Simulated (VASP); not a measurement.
Highest phonon frequency on the path of Au (fcc) against the volume, from finite displacements in a 4×4×4 supercell. These are PBE GGA, VASP's PBE PAW potentials (set 64) (plane waves; VASP) values and carry that method's errors.  Fit ln ω as a straight line in ln V.

```json
[
 {"V (Å³/atom)": "17.568", "ln(ω/cm⁻¹)": "4.9963"},
 {"V (Å³/atom)": "17.927", "ln(ω/cm⁻¹)": "4.9371"},
 {"V (Å³/atom)": "18.285", "ln(ω/cm⁻¹)": "4.8766"},
 {"V (Å³/atom)": "18.644", "ln(ω/cm⁻¹)": "4.8147"}
]
```

### Question
Fit the rows as the text says and predict the value at 19.003.

### Answer
The slope is -3.05, a Grüneisen parameter of 3.05 for this mode. The line misses the rows by up to 0.0013 and gives 4.7577 at 19.003. The run gave 4.7507, -0.0070 from the line.

Runs of the series that failed, ran out of time, didn't relax or are held back are left out.

The compound is Au in the fcc structure.
